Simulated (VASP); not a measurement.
Level of theory: LDA (Ceperley-Alder, Perdew-Zunger), VASP's LDA PAW potentials (set 64) (plane waves; VASP 6.6.1).

The input files of a VASP run:

File POSCAR:
```
FeGe
1
    4.5079069176     0.0000000000     0.0000000000
    0.0000000000     4.5079069176     0.0000000000
    0.0000000000     0.0000000000     4.5079069176
Fe Ge
4 4
Direct
  0.8642073340   0.6357926660   0.3642073340
  0.3642073340   0.8642073340   0.6357926660
  0.1357926660   0.1357926660   0.1357926660
  0.6357926660   0.3642073340   0.8642073340
  0.1609426756   0.3390573244   0.6609426756
  0.6609426756   0.1609426756   0.3390573244
  0.8390573244   0.8390573244   0.8390573244
  0.3390573244   0.6609426756   0.1609426756
```

**INCAR**
```
ALGO  =  Normal
EDIFF  =  1E-6
EDIFFG  =  -0.02
ENCUT  =  500
IBRION  =  2
ISIF  =  3
ISMEAR  =  0
LASPH  =  .TRUE.
LCHARG  =  .FALSE.
LMAXMIX  =  4
LREAL  =  .FALSE.
LWAVE  =  .FALSE.
NELM  =  100
NSW  =  40
PREC  =  Accurate
PSTRESS  =  100
SIGMA  =  0.05
SYSTEM  =  FeGe
```

KPOINTS:
```
Automatic mesh
0
Gamma
5 5 5
0 0 0
```

POTCAR, in this order: Fe Ge_d (LDA.64 set). Program: vasp_std.

Energy and stress use the plane-wave basis of the starting cell.

Q: Estimate the energy per atom (σ→0), volume per atom.

A: 
```json
{
 "energy per atom (σ→0)": "-7.466 eV/atom",
 "volume_per_atom": "11.22 Å³/atom"
}
```

### OSZICAR
```
...
       N       E                     dE             d eps       ncg     rms          rms(c)
DAV:   1    -0.597315062955E+02    0.31127E-02   -0.25606E-01  1180   0.243E+00    0.130E-01
DAV:   2    -0.597318288690E+02   -0.32257E-03   -0.63152E-03  1440   0.730E-01    0.664E-02
DAV:   3    -0.597317814885E+02    0.47380E-04   -0.27781E-04  1624   0.181E-01    0.504E-02
DAV:   4    -0.597317551224E+02    0.26366E-04   -0.18227E-04  1464   0.125E-01    0.256E-02
DAV:   5    -0.597317452549E+02    0.98675E-05   -0.47358E-05  1288   0.652E-02    0.643E-03
DAV:   6    -0.597317452472E+02    0.76980E-08   -0.34092E-06   972   0.243E-02
   6 F= -.54130196E+02 E0= -.54128032E+02  d E =-.196527E-02
```

The compound is FeGe in the B20 structure. This run relaxes it under an external pressure of 10 GPa. Symmetry was kept, so distortions that lower it aren't found. The run is not spin-polarised, so no magnetic state was tried.
